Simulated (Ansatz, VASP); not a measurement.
# Cross-check of Ca10P18O55 (glassy 47P2O5-53CaO (mol %)) between VASP and Ansatz

One calculation is typed for both programs; each brings its own data sets. How far apart do they land? The structure shown is the start of the Ansatz relaxation below; VASP solves that cell, so the two are compared at the walk's first step.

Calculated with Ansatz 0.2.0; plane waves, with VASP 6.6.1 beside it; single point at PBE.

### 1. Starting point

The cell holds 83 atoms: 18 P, 10 Ca and 55 O. Cell: a = 10.750 Å, b = 10.750 Å, c = 10.750 Å, α = 90.0°, β = 90.0°, γ = 90.0°. As first built, before any earlier steps moved the atoms (in the runner's words): 83 atoms (18 P, 10 Ca, 55 O) placed at random at 2.65 g/cm^3, melted at 4000 K for 10 ps at fixed volume with the Morse and Coulomb pair potential with partial charges (Pedone, Malavasi, Menziani, Cormack and Segre, J. Phys. Chem. B 110, 11780 (2006)). Quenched from 4000 K to 300 K at 500 K/ps and fixed volume, held 10 ps at zero pressure.

### 2. Ansatz: relaxation, PBE

Ansatz runs on its default PAW (the set named soft_2) files.

The two programs are compared at the cell with which this relaxation starts, whose forces are those of its first step.

File input.yaml:

```yaml
crystal:
  lattice:
    - [10.74966, 0.0, 0.0]
    - [0.0, 10.74966, 0.0]
    - [0.0, 0.0, 10.74966]
  atoms:
    - { symbol: P, position: [0.93491, 0.56128, 0.40847] }
    - { symbol: P, position: [0.48537, 0.42684, 0.41994] }
    - { symbol: P, position: [0.5942, 0.22983, 0.81159] }
    - { symbol: P, position: [0.87103, 0.85774, 0.67844] }
    - { symbol: P, position: [0.17471, 0.27593, 0.2863] }
    - { symbol: P, position: [0.14664, 0.71802, 0.33686] }
    - { symbol: P, position: [0.58909, 0.07247, 0.28548] }
    - { symbol: P, position: [0.91443, 0.20203, 0.20347] }
    - { symbol: P, position: [0.05732, 0.5683, 0.94038] }
    - { symbol: P, position: [0.44323, 0.64733, 0.76797] }
    - { symbol: P, position: [0.12341, 0.144, 0.86247] }
    - { symbol: P, position: [0.7267, 0.62639, 0.76493] }
    - { symbol: P, position: [0.23689, 0.3664, 0.02097] }
    - { symbol: P, position: [0.30895, 0.02504, 0.32044] }
    - { symbol: P, position: [0.85068, 0.5851, 0.13318] }
    - { symbol: P, position: [0.42785, 0.70619, 0.37311] }
    - { symbol: P, position: [0.50973, 0.96084, 0.88997] }
    - { symbol: P, position: [0.38471, 0.37679, 0.68126] }
    - { symbol: Ca, position: [0.58214, 0.71254, 0.0667] }
    - { symbol: Ca, position: [0.85451, 0.87978, 0.34217] }
    - { symbol: Ca, position: [0.76424, 0.27847, 0.49991] }
    - { symbol: Ca, position: [0.57953, 0.36507, 0.10652] }
    - { symbol: Ca, position: [0.21957, 0.90243, 0.65755] }
    - { symbol: Ca, position: [0.85542, 0.33395, 0.87455] }
    - { symbol: Ca, position: [0.04591, 0.37987, 0.64454] }
    - { symbol: Ca, position: [0.56962, 0.95151, 0.56425] }
    - { symbol: Ca, position: [0.82575, 0.92903, 0.04161] }
    - { symbol: Ca, position: [0.20858, 0.85043, 0.03711] }
    - { symbol: O, position: [0.44652, 0.57006, 0.42332] }
    - { symbol: O, position: [0.79182, 0.91136, 0.57391] }
    - { symbol: O, position: [0.81907, 0.25328, 0.29197] }
    - { symbol: O, position: [0.25014, 0.35537, 0.69905] }
    - { symbol: O, position: [0.60473, 0.12625, 0.41816] }
    - { symbol: O, position: [0.66045, 0.9529, 0.26515] }
    - { symbol: O, position: [0.69069, 0.21323, 0.71064] }
    - { symbol: O, position: [0.6145, 0.16029, 0.17614] }
    - { symbol: O, position: [0.75498, 0.49503, 0.73205] }
    - { symbol: O, position: [0.61904, 0.42325, 0.43664] }
    - { symbol: O, position: [0.95274, 0.55703, 0.04098] }
    - { symbol: O, position: [0.29453, 0.98415, 0.45285] }
    - { symbol: O, position: [0.84667, 0.72331, 0.14873] }
    - { symbol: O, position: [0.92344, 0.44089, 0.47785] }
    - { symbol: O, position: [0.08798, 0.03911, 0.94917] }
    - { symbol: O, position: [0.39112, 0.95165, 0.95606] }
    - { symbol: O, position: [0.41602, 0.5049, 0.7371] }
    - { symbol: O, position: [0.0463, 0.23334, 0.26202] }
    - { symbol: O, position: [0.42483, 0.37671, 0.54401] }
    - { symbol: O, position: [0.84502, 0.65972, 0.44727] }
    - { symbol: O, position: [0.06432, 0.61519, 0.40818] }
    - { symbol: O, position: [0.43741, 0.36588, 0.30767] }
    - { symbol: O, position: [0.50657, 0.7987, 0.43928] }
    - { symbol: O, position: [0.43812, 0.66372, 0.9074] }
    - { symbol: O, position: [0.60971, 0.9105, 0.96771] }
    - { symbol: O, position: [0.01221, 0.85694, 0.65176] }
    - { symbol: O, position: [0.89928, 0.06137, 0.19537] }
    - { symbol: O, position: [0.54381, 0.10262, 0.86928] }
    - { symbol: O, position: [0.58698, 0.65017, 0.73005] }
    - { symbol: O, position: [0.8156, 0.72234, 0.7036] }
    - { symbol: O, position: [0.90977, 0.54008, 0.26099] }
    - { symbol: O, position: [0.64624, 0.30902, 0.91405] }
    - { symbol: O, position: [0.5155, 0.9131, 0.75912] }
    - { symbol: O, position: [0.25692, 0.9383, 0.22522] }
    - { symbol: O, position: [0.10398, 0.69446, 0.92528] }
    - { symbol: O, position: [0.1613, 0.47795, 0.97552] }
    - { symbol: O, position: [0.01572, 0.21564, 0.80874] }
    - { symbol: O, position: [0.44564, 0.04456, 0.289] }
    - { symbol: O, position: [0.14911, 0.67636, 0.20453] }
    - { symbol: O, position: [0.45919, 0.69768, 0.23861] }
    - { symbol: O, position: [0.00451, 0.51079, 0.82368] }
    - { symbol: O, position: [0.73418, 0.65146, 0.90075] }
    - { symbol: O, position: [0.17766, 0.36328, 0.39036] }
    - { symbol: O, position: [0.18743, 0.25286, 0.94429] }
    - { symbol: O, position: [0.72631, 0.52057, 0.12165] }
    - { symbol: O, position: [0.06862, 0.83439, 0.35484] }
    - { symbol: O, position: [0.28307, 0.72424, 0.38958] }
    - { symbol: O, position: [0.37387, 0.37845, 0.00531] }
    - { symbol: O, position: [0.20884, 0.32986, 0.15874] }
    - { symbol: O, position: [0.47642, 0.28521, 0.74698] }
    - { symbol: O, position: [0.35552, 0.72076, 0.69252] }
    - { symbol: O, position: [0.25343, 0.15794, 0.30657] }
    - { symbol: O, position: [0.84225, 0.92142, 0.79978] }
    - { symbol: O, position: [0.91993, 0.27005, 0.08128] }
    - { symbol: O, position: [0.21139, 0.08904, 0.76964] }
kpoints:
  mp_grid: { grid: [1, 1, 1] }
hamiltonian:
  xc: pbe
scf:
  occupations: { method: fixed }
output:
  forces: true
relax:
  f_tol: 0.05
  max_steps: 150
  cell: {}
```

On the command line:

```bash
$ ansatz run input.yaml --threads 4 --pin off --max-ram 8192MiB --backend cpu --events-out ev --progress --plain --runs-dir out
```

Numbers of over 12 decimals in the logs are rounded to 6 here.

What it wrote:

```text
Engine: ansatz 0.2.0, aarch64-unknown-linux-gnu
Pseudopotentials: kind: paw
Pseudopotential: P, paw, valence charge 5, recommended cutoff 420 eV (normal), P.paw.azcp
Pseudopotential: Ca, paw, valence charge 10, recommended cutoff 420 eV (normal), Ca.paw.azcp
Pseudopotential: O, paw, valence charge 6, recommended cutoff 420 eV (normal), O.paw.azcp
Functional definition: PBE
  parameter kappa = 0.804
  parameter beta = 0.066725
  exchange = pbe_x(kappa = kappa, mu = beta*pi^2/3)
  correlation = pbe_c(beta = beta)
Crystal: 83 atoms, lattice volume = 1242.179 Å³
Basis set: ecut = 420 eV, 24207 PW (Γ), exchange–correlation on 144×144×144 points (8 copies of the dense FFT grid, shifted against one another)
Bands: 343, of which v1, the nominal top of the filled ones, is band 260 counted from 1 (259 counted from 0)
Symmetry: 1 space group operations
Space group: P1 (ITA 1), of the structure as read, at distance tolerance 1.1e-4 Å
k-points: 1
Non-local potential: P, projectors of the file, l = 0: 2, l = 1: 2, l = 2: 2
Non-local potential: Ca, projectors of the file, l = 0: 3, l = 1: 2, l = 2: 2
Non-local potential: O, projectors of the file, l = 0: 2, l = 1: 2, l = 2: 1
PAW form: soft (Blöchl's): semilocal exchange-correlation on the pseudo side does not see the compensation charge
PAW one-centre angular grid: P, 110 points (default); XC on 64 Gauss nodes
PAW one-centre angular grid: Ca, 110 points (default); XC on 64 Gauss nodes
PAW one-centre angular grid: O, 110 points (default); XC on 64 Gauss nodes
Initial density: superposition of atomic densities (neutral atoms: chi_scale 0, normalization atom), corrected by the library's trained network
Initial wavefunctions: pseudopotential atomic-orbital guess
Functional: x = pbe(κ = 0.804, μ = 0.219515), c = pbe(β = 0.066725)
SCF iter   1: F=—  HF=-63036.375808 eV  |F-HF|=—  |Δ(HF+E_count)|=         —  Δρ=2.65e-3  dr2=1.40e-1  ethr=1.77e-3  ⟨swp⟩=12.0  Hψ=1326  notcnv=0  defer=81
preconditioner: auto → Resta (q_TF=auto, 2.360 Å⁻¹)  ε∞=2.9  [insulator: Δε(μ)=2.737 eV  Ē_g=16.938 eV  n_scr=256 (ndim 8)  ℏωp=23.6 eV  f_vac=0.186  ε∞_Penn≈2.9]
SCF iter   2: F=—  HF=-63036.364567 eV  |F-HF|=—  |Δ(HF+E_count)|=   1.12e-2  Δρ=1.36e-3  dr2=3.45e-2  ethr=2.68e-5  ⟨swp⟩=6.0  Hψ=633  notcnv=0  defer=81
SCF iter   3: F=—  HF=-63036.365455 eV  |F-HF|=—  |Δ(HF+E_count)|=   8.88e-4  Δρ=6.45e-4  dr2=8.46e-3  ethr=6.64e-6  ⟨swp⟩=6.0  Hψ=523  notcnv=0  defer=77
automatic band count: iteration 3 solves 339 bands in place of 343: the levels show a gap, and the empty bands left out lie too high to hold charge; the band table lists the bands solved (type scf.n_extra_bands for more)
SCF iter   4: F=—  HF=-63036.364169 eV  |F-HF|=—  |Δ(HF+E_count)|=   1.29e-3  Δρ=2.58e-4  dr2=1.02e-3  ethr=1.63e-6  ⟨swp⟩=5.0  Hψ=482  notcnv=0  defer=77
SCF iter   5: F=—  HF=-63036.364138 eV  |F-HF|=—  |Δ(HF+E_count)|=   3.14e-5  Δρ=1.46e-4  dr2=2.22e-4  ethr=1.96e-7  ⟨swp⟩=3.0  Hψ=557  notcnv=0  defer=77
SCF iter   6: F=—  HF=-63036.364100 eV  |F-HF|=—  |Δ(HF+E_count)|=   3.80e-5  Δρ=4.38e-5  dr2=2.00e-5  ethr=4.27e-8  ⟨swp⟩=3.0  Hψ=516  notcnv=0  defer=77
SCF iter   7: F=—  HF=-63036.366243 eV  |F-HF|=—  |Δ(HF+E_count)|=   2.14e-3  Δρ=1.63e-5  dr2=3.14e-6  ethr=3.84e-9  ⟨swp⟩=3.0  Hψ=629  notcnv=0  defer=77
SCF iter   8: F=—  HF=-63036.366245 eV  |F-HF|=—  |Δ(HF+E_count)|=   1.49e-6  Δρ=7.75e-6  dr2=6.41e-7  ethr=6.03e-10  ⟨swp⟩=3.0  Hψ=473  notcnv=0  defer=77
SCF iter   9: F=-63036.366245 eV  HF=-63036.366245 eV  |F-HF|=5.20e-8  |Δ(HF+E_count)|=   2.13e-7  Δρ=1.90e-6  dr2=4.79e-8  ethr=1.92e-11  ⟨swp⟩=4.0  Hψ=1334  notcnv=0
SCF 1 converged in 9 iterations: F = -63036.366245 eV  dr2 = 4.79e-8
  greatest PAW one-centre occupation: 0.995 electrons in one spin orbital (limit 2), on the Ca atom at site 21 (counted from 0), in its partial waves of l = 0
relax step   1: F+E_penalty+E_count = -63036.36624520 eV  Δ(F+E_penalty+E_count) = +0.000e0 eV  max|allowed force component| = 4.445e0 eV/Å  Δτ_max = 0.0000 Å  P = +3.186 GPa  Ω = 1242.179 Å³  (9 SCF iters, dr2 threshold 1.00e-7 eV, accepted)
Crystal: 83 atoms, lattice volume = 1212.810 Å³
Basis set: ecut = 420 eV, 23707 PW (Γ), exchange–correlation on 144×144×144 points (8 copies of the dense FFT grid, shifted against one another)
Initial density: handed on by an earlier stage of this run
Initial wavefunctions: those handed on with the density
iter 1 solved again at ethr=3.70e-4 eV; its pass at ethr=3.10e-3 eV (dr2=1.92e0 eV) is discarded
SCF iter   1: F=—  HF=-63041.566749 eV  |F-HF|=—  |Δ(HF+E_count)|=         —  Δρ=1.21e-2  dr2=1.93e0  ethr=3.70e-4  ⟨swp⟩=3.0  Hψ=1444  notcnv=0  defer=77
automatic band count: iteration 1 solves 339 bands in place of 343: the levels show a gap, and the empty bands left out lie too high to hold charge; the band table lists the bands solved (type scf.n_extra_bands for more)
[...]
atom  59  O      0.00560976    -0.01992090    -0.01158473
  atom  60  O      0.00077494     0.00231324    -0.00383285
  atom  61  O      0.00068217    -0.00349265    -0.01739469
  atom  62  O      0.00169233    -0.00140265     0.00653621
  atom  63  O      0.00450499     0.00925726     0.01108397
  atom  64  O     -0.00955277     0.00956023    -0.00492970
  atom  65  O      0.00162859     0.00074714     0.00470407
  atom  66  O      0.01800606    -0.00634796     0.00673441
  atom  67  O      0.01064029     0.00160127     0.01233725
  atom  68  O      0.00648046    -0.00895954     0.00021560
  atom  69  O     -0.00693221    -0.00920548     0.00588713
  atom  70  O     -0.00793651     0.01070520     0.01453773
  atom  71  O      0.00544691     0.00651386    -0.01012704
  atom  72  O     -0.00091426     0.00375789     0.00604441
  atom  73  O     -0.00879854    -0.00873026    -0.00322622
  atom  74  O      0.00259984     0.00711520     0.00483924
  atom  75  O      0.01847895     0.00024211     0.00008375
  atom  76  O     -0.00584434     0.00077318    -0.00944448
  atom  77  O     -0.00867638     0.00876398    -0.00125072
  atom  78  O      0.00524899    -0.00326960    -0.00328100
  atom  79  O     -0.00936892     0.00038168     0.00344283
  atom  80  O      0.00917767    -0.00601423     0.00021974
  atom  81  O      0.00128772     0.01040451     0.00729624
  atom  82  O     -0.00309319    -0.00120985     0.00475031
  atom  83  O     -0.00488310     0.00029794     0.00200345
  max |Σ_I F_I| component: 2.21e-6 eV/Å
--- Stress (GPa, compression-positive) ---
        0.014752      -0.019016       0.005676
       -0.019015      -0.002685       0.000977
        0.005675       0.000976      -0.038532
  P = ⅓ Tr σ = -0.0088 GPa (-0.088 kbar)
--- Relaxed structure (35 steps of the walk, 32 accepted, 2 SCFs on fresh bases) ---
  F+E_penalty+E_count = -63048.63800567 eV   max|allowed force component| = 4.016e-2 eV/Å   (the final SCF, on the basis selected at the relaxed cell)
  cell:  # Å, volume = 1173.4637 Å³
    - [10.804121, -0.149247, 0.00765412]
    - [-0.149247, 10.651668, -0.137316]
    - [0.00765412, -0.137316, 10.200517]
  atoms:
    - { symbol: P, position: [0.925363, 0.531642, 0.441892] }
    - { symbol: P, position: [0.522409, 0.430014, 0.399385] }
    - { symbol: P, position: [0.565425, 0.215383, 0.779000] }
    - { symbol: P, position: [0.852968, 0.925954, 0.654464] }
    - { symbol: P, position: [0.172383, 0.241493, 0.278166] }
    - { symbol: P, position: [0.145665, 0.695005, 0.426285] }
    - { symbol: P, position: [0.595356, 0.049013, 0.242976] }
    - { symbol: P, position: [0.929181, 0.114212, 0.191300] }
    - { symbol: P, position: [0.077231, 0.579570, 0.954943] }
    - { symbol: P, position: [0.511564, 0.629551, 0.802379] }
    - { symbol: P, position: [0.082277, 0.179404, 0.833900] }
    - { symbol: P, position: [0.767203, 0.709496, 0.808574] }
    - { symbol: P, position: [0.228910, 0.369502, 0.032804] }
    - { symbol: P, position: [0.325556, 0.026774, 0.314346] }
    - { symbol: P, position: [0.854599, 0.542976, 0.161807] }
    - { symbol: P, position: [0.416861, 0.681117, 0.360333] }
    - { symbol: P, position: [0.436690, 0.975432, 0.875347] }
    - { symbol: P, position: [0.415988, 0.405947, 0.659740] }
    - { symbol: Ca, position: [0.600577, 0.746720, 0.084567] }
    - { symbol: Ca, position: [0.869705, 0.838113, 0.342599] }
    - { symbol: Ca, position: [0.758507, 0.233822, 0.478319] }
    - { symbol: Ca, position: [0.561676, 0.348950, 0.076519] }
    - { symbol: Ca, position: [0.205598, 0.965540, 0.637762] }
    - { symbol: Ca, position: [0.850071, 0.389264, 0.895571] }
    - { symbol: Ca, position: [0.096278, 0.373547, 0.625791] }
    - { symbol: Ca, position: [0.548961, 0.955853, 0.552485] }
    - { symbol: Ca, position: [0.751267, 1.006981, -0.020848] }
    - { symbol: Ca, position: [0.137352, 0.918258, 0.052851] }
    - { symbol: O, position: [0.487290, 0.571576, 0.437167] }
    - { symbol: O, position: [0.765750, 0.919242, 0.532959] }
    - { symbol: O, position: [0.881169, 0.143498, 0.327802] }
    - { symbol: O, position: [0.287124, 0.446773, 0.674475] }
    - { symbol: O, position: [0.612867, 0.095427, 0.384703] }
    - { symbol: O, position: [0.667903, 0.929495, 0.207449] }
    - { symbol: O, position: [0.617453, 0.163533, 0.652245] }
    - { symbol: O, position: [0.614211, 0.147025, 0.138666] }
    - { symbol: O, position: [0.802883, 0.575312, 0.816550] }
    - { symbol: O, position: [0.656927, 0.408750, 0.423827] }
    - { symbol: O, position: [0.967775, 0.530383, 0.056954] }
    - { symbol: O, position: [0.340388, 1.034587, 0.461615] }
    - { symbol: O, position: [0.810194, 0.673995, 0.186421] }
    - { symbol: O, position: [0.905306, 0.413496, 0.520965] }
    - { symbol: O, position: [0.061322, 0.057307, 0.901755] }
    - { symbol: O, position: [0.317182, 0.985706, 0.950864] }
    - { symbol: O, position: [0.521445, 0.503049, 0.699965] }
    - { symbol: O, position: [0.080974, 0.153694, 0.196442] }
    - { symbol: O, position: [0.445254, 0.356804, 0.515157] }
    - { symbol: O, position: [0.851476, 0.646017, 0.461036] }
    - { symbol: O, position: [0.074200, 0.560270, 0.466963] }
    - { symbol: O, position: [0.469004, 0.389068, 0.269989] }
    - { symbol: O, position: [0.445719, 0.797109, 0.441003] }
    - { symbol: O, position: [0.549010, 0.583870, 0.936294] }
[...]
- { symbol: O, position: [0.360412, 0.344965, 0.0066823] }
    - { symbol: O, position: [0.193385, 0.359558, 0.186698] }
    - { symbol: O, position: [0.439008, 0.286844, 0.745136] }
    - { symbol: O, position: [0.393491, 0.690942, 0.780799] }
    - { symbol: O, position: [0.299203, 0.171851, 0.266820] }
    - { symbol: O, position: [0.798416, 1.004547, 0.765684] }
    - { symbol: O, position: [0.874564, 0.181557, 0.076633] }
    - { symbol: O, position: [0.179547, 0.179083, 0.725070] }
```

Reading the cycles: dr2 is the Hartree energy of the density residual (eV), the measure of convergence; HF is the Harris–Foulkes estimate of the energy, which meets the free energy F at convergence.

(Continued in part 2 of 2.)

[Lines on the potential files, build, host, timing and source positions are cut from VASP's logs without a mark.]

[Logs are printed without paths, hosts, clocks, repeated set-up lines and the standing remarks that a program may print on its own settings, such as how far it seeks lower states.]

[Hosts, paths, dates, database ids (printed as entryN), source tags and the programs' standing remarks are cut or masked in the printed files.]
